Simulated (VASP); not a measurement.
All values below come from RPBE GGA, VASP's PBE PAW potentials (set 64) (plane waves; VASP).

VASP ran on this input.

INCAR:
```
ALGO=Normal
EDIFF=1E-6
EDIFFG=-0.01
ENCUT=520
GGA=RP
IBRION=2
ISIF=3
ISMEAR=1
LASPH=.TRUE.
LCHARG=.FALSE.
LREAL=.FALSE.
LWAVE=.FALSE.
NELM=100
NSW=60
PREC=Accurate
SIGMA=0.1
SYSTEM=Al
```

### KPOINTS
```
Automatic mesh
0
Gamma
14 14 14
0 0 0
```

POSCAR:
```
Al
1
    0.0000000000     2.0250000000     2.0250000000
    2.0250000000     0.0000000000     2.0250000000
    2.0250000000     2.0250000000     0.0000000000
Al
1
Direct
  0.0000000000   0.0000000000   0.0000000000
```

POTCAR, in this order: Al (PBE.64 set). Program: vasp_std.

Output of the run:

### OUTCAR
```
 ion  position               nearest neighbor table
   1  0.000  0.000  0.000-
  LATTYP: Found a face centered cubic cell.
 ALAT       =     4.0500000000
 Subroutine PRICEL returns:
 Original cell was already a primitive cell.
 Subroutine GETGRP returns: Found 48 space group operations
The static configuration has the point symmetry O_h .
The dynamic configuration has the point symmetry O_h .
 Subroutine INISYM returns: Found 48 space group operations
 Subroutine IBZKPT returns following result:
 Found    104 irreducible k-points:

 Following reciprocal coordinates:
            Coordinates               Weight
  0.000000  0.000000  0.000000      1.000000
  0.071429  0.000000  0.000000      8.000000
  0.142857  0.000000  0.000000      8.000000
  0.214286  0.000000  0.000000      8.000000
  0.285714  0.000000  0.000000      8.000000
  0.357143  0.000000  0.000000      8.000000
  0.428571  0.000000  0.000000      8.000000
  0.500000  0.000000  0.000000      4.000000
  0.071429  0.071429  0.000000      6.000000
  0.142857  0.071429  0.000000     24.000000
...
```

OSZICAR:
```
       N       E                     dE             d eps       ncg     rms          rms(c)
DAV:   1    -0.137810924067E+01   -0.13781E+01   -0.91829E+02  1100   0.336E+02
DAV:   2    -0.350487576399E+01   -0.21268E+01   -0.20460E+01  1360   0.320E+01
DAV:   3    -0.352156204119E+01   -0.16686E-01   -0.16271E-01  1385   0.323E+00
DAV:   4    -0.352162868417E+01   -0.66643E-04   -0.66418E-04  1395   0.182E-01
DAV:   5    -0.352162902181E+01   -0.33764E-06   -0.33796E-06  1390   0.119E-02    0.184E+00
DAV:   6    -0.350954641835E+01    0.12083E-01   -0.15686E-03  1225   0.351E-01    0.106E+00
DAV:   7    -0.350004308358E+01    0.95033E-02   -0.48124E-03  1235   0.563E-01    0.188E-01
DAV:   8    -0.350002734127E+01    0.15742E-04   -0.21290E-05  1375   0.479E-02    0.359E-02
DAV:   9    -0.350002389948E+01    0.34418E-05   -0.17165E-06  1315   0.106E-02    0.107E-03
DAV:  10    -0.350002357739E+01    0.32208E-06   -0.64452E-09   725   0.910E-04
   1 F= -.35000236E+01 E0= -.35001355E+01  d E =-.350002E+01
       N       E                     dE             d eps       ncg     rms          rms(c)
DAV:   1    -0.350017759806E+01   -0.15370E-03   -0.23065E-03  1330   0.301E-01    0.504E-02
DAV:   2    -0.350016837162E+01    0.92264E-05   -0.16049E-05  1140   0.345E-02    0.150E-02
DAV:   3    -0.350016197414E+01    0.63975E-05   -0.11655E-06  1185   0.766E-03    0.622E-03
DAV:   4    -0.350016046676E+01    0.15074E-05   -0.34615E-07   635   0.429E-03    0.304E-03
DAV:   5    -0.350016047007E+01   -0.33128E-08   -0.24698E-08   590   0.143E-03
   2 F= -.35001605E+01 E0= -.35002793E+01  d E =-.136893E-03
```

File OUTCAR:
```
------------------------ aborting loop because EDIFF is reached ----------------------------------------
  FORCE on cell =-STRESS in cart. coord.  units (eV):
  Direction    XX          YY          ZZ          XY          YZ          ZX
  --------------------------------------------------------------------------------------
  Total       -0.0084730     -0.0084730     -0.0084730      0.0000000      0.0000000     -0.0000000
  in kB       -0.8117040     -0.8117040     -0.8117040      0.0000000      0.0000000     -0.0000000
  external PRESSURE =      -0.8117040 kB  Pullay stress =       0.0000000 kB
  volume of cell :       16.72
      direct lattice vectors                 reciprocal lattice vectors
    -0.000000000  2.029736334  2.029736334    -0.246337414  0.246337414  0.246337414
     2.029736334  0.000000000  2.029736334     0.246337414 -0.246337414  0.246337414
     2.029736334  2.029736334  0.000000000     0.246337414  0.246337414 -0.246337414
 POSITION                                       TOTAL-FORCE (eV/Angst)
 -----------------------------------------------------------------------------------
      2.02974      2.02974      0.00000         0.000000      0.000000      0.000000
 -----------------------------------------------------------------------------------
    total drift:                               -0.000000     -0.000000      0.000000
  FREE ENERGIE OF THE ION-ELECTRON SYSTEM (eV)
  ---------------------------------------------------
  free  energy   TOTEN  =        -3.5001604701 eV

  energy  without entropy=       -3.5005171064  energy(sigma->0) =       -3.50027935

 reached required accuracy - stopping structural energy minimisation
```
(Selected blocks of OUTCAR.)

CONTCAR:
```
Al
   1.00000000000000
    -0.0000000000000000    2.0297363338752388    2.0297363338752388
     2.0297363338752388    0.0000000000000000    2.0297363338752388
     2.0297363338752388    2.0297363338752388    0.0000000000000000
  Al
     1
Direct
     0.0000000000000000    0.0000000000000000    1.0000000000000000
```

The compound is Al in the fcc structure. This run relaxes it. Symmetry was kept, so distortions that lower it aren't found.
